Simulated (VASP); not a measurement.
Input:

```xyz
3
Lattice="1.9553 -3.3867 0.0000 1.9553 3.3867 0.0000 0.0000 0.0000 6.2390" Properties=species:S:1:pos:R:3 pbc="T T T"
Mg     0.0000     0.0000     0.0000
I      1.9553     1.1289     1.6533
I      1.9553    -1.1289     4.5857
```

Level of theory: LDA (Ceperley-Alder, Perdew-Zunger), VASP's LDA PAW potentials (set 64) (plane waves; VASP). Numerical set-up: 500 eV cut-off, 7×7×4 Γ-centred mesh, Gaussian smearing of 0.050 eV, potentials Mg I.

Q: Estimate the energy per atom (σ→0), pressure.

A: 
* **energy per atom (σ→0)**: -2.976 eV/atom
* **pressure**: 4.98 GPa

Total energies compare only between runs with the same potentials, cut-off and functional.

The compound is MgI2 in the 1T layered structure. It was relaxed first under an external pressure of 5 GPa.
